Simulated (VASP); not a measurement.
Computed with LDA (Ceperley-Alder, Perdew-Zunger), VASP's LDA PAW potentials (set 64) (plane waves; VASP 6.6.1).

Gaps are without spin-orbit coupling.

Order these relaxed crystals by band gap, smallest first: Al2ZnS2Se2, Pm (6); Mg3ZnO4, Pm-3m (221); Ga2Se3, Imm2 (44); ZnCdS2, P3m1 (156).

Ga2Se3, Imm2 (44) (0.49 eV), ZnCdS2, P3m1 (156) (1.32 eV), Al2ZnS2Se2, Pm (6) (1.96 eV), Mg3ZnO4, Pm-3m (221) (2.49 eV)
